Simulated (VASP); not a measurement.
Cost and result of VASP (PAW) for the lattice constant a of CuZn (CsCl type). Static lattice. The cost counts the five points of the equation of state, each on the mesh and cut-off of its row, so the ratios hold those differences too. With PBE it took about 3 core-minutes. The timings are rough (shared machines, no repeats); factors under 2 mean little.

| level | k-mesh | cut-off (eV) | lattice constant a (Å) | cost over PBE |
|---|---|---|---|---|
| LDA | 13×13×13 | 520 | 2.876 | within a factor of 2 |
| PBE | 12×12×12 | 520 | 2.970 | reference |
| PBEsol | 12×12×12 | 520 | [?] | within a factor of 2 |
| r2SCAN | 12×12×12 | 520 | [?] | [?] |

### Question
Complete the blanks.

### Answer

- PBEsol, lattice constant a (Å): 2.915
- r2SCAN, lattice constant a (Å): 2.925
- r2SCAN, cost over PBE: about 5 times

Left out are levels that failed, ran on another kind of processor or have no fit band path; at most nine are shown.

The compound is CuZn in the CsCl type structure.
